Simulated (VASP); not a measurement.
Input:

```
CELL_PARAMETERS angstrom
      0.00000     2.08590     2.08590
      2.08590     0.00000     2.08590
      2.08590     2.08590     0.00000
ATOMIC_POSITIONS crystal
  Ag 0.00000 0.00000 0.00000
```

All values below come from PBE GGA with D4 dispersion, VASP's PBE PAW potentials (set 64) (plane waves; VASP). Settings: 400 eV cut-off, 14×14×14 Γ-centred mesh, first-order Methfessel-Paxton smearing of 0.10 eV, potentials Ag.

Q: Predict the energy per atom (σ→0), pressure, band gap (on the k-mesh) with the smallest direct gap where there is one.

A: 
```json
{
  "band gap (on the k-mesh)": "none (metal, semimetal or under 0.01 eV)",
  "energy per atom (σ→0)": "-3.251 eV/atom",
  "pressure": "-6.29 GPa"
}
```

The absolute energy has meaning only against runs of the same code, potentials and settings.

The compound is Ag in the fcc structure. The cell was not relaxed at this level. The run is one of a series of settings (IVDW = 13 against the base run), some of them coarse on purpose.
